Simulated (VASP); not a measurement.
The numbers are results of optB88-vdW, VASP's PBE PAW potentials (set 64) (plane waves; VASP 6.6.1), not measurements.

The input files of a VASP run:

**INCAR**
```
SYSTEM=Ca
PREC=Accurate; ENCUT=520; LREAL=.FALSE.
LASPH=.TRUE.; ICHARG=11
EDIFF=1E-7; NELM=100; ALGO=Normal
ISMEAR=0; SIGMA=0.05
GGA=BO; LUSE_VDW=.TRUE.; AGGAC=0.0
PARAM1=0.1833333333; PARAM2=0.22
LWAVE=.FALSE.; LCHARG=.FALSE.; LORBIT=11
```

File POSCAR:
```
Ca
1
    0.0000000000     2.7258021642     2.7258021642
    2.7258021642     0.0000000000     2.7258021642
    2.7258021642     2.7258021642     0.0000000000
Ca
1
Direct
  0.0000000000   0.0000000000   0.0000000000
```

File KPOINTS:
```
k-points along high-symmetry lines
15
Line-mode
Reciprocal
  0.000000   0.000000   0.000000 ! GAMMA
  0.500000   0.000000   0.500000 ! X

  0.500000   0.000000   0.500000 ! X
  0.625000   0.250000   0.625000 ! U

  0.375000   0.375000   0.750000 ! K
  0.000000   0.000000   0.000000 ! GAMMA

  0.000000   0.000000   0.000000 ! GAMMA
  0.500000   0.500000   0.500000 ! L

  0.500000   0.500000   0.500000 ! L
  0.500000   0.250000   0.750000 ! W

  0.500000   0.250000   0.750000 ! W
  0.500000   0.000000   0.500000 ! X
```

POTCAR, in this order: Ca_sv (PBE.64 set). Program: vasp_std. Read from the step before: CHGCAR.

**Question.** What will the output report for the number of irreducible k-points (NKPTS), largest plane-wave count, number of space-group operations, FFT grid (NGX, NGY, NGZ)?

**Answer.** 
```yaml
number of irreducible k-points (NKPTS): 90
largest_plane_wave_count: 1109
number_of_space_group_operations: 48
FFT grid (NGX, NGY, NGZ): 30 × 30 × 30
```

The compound is Ca in the fcc structure. It was relaxed first, which changed the volume by -7 %.
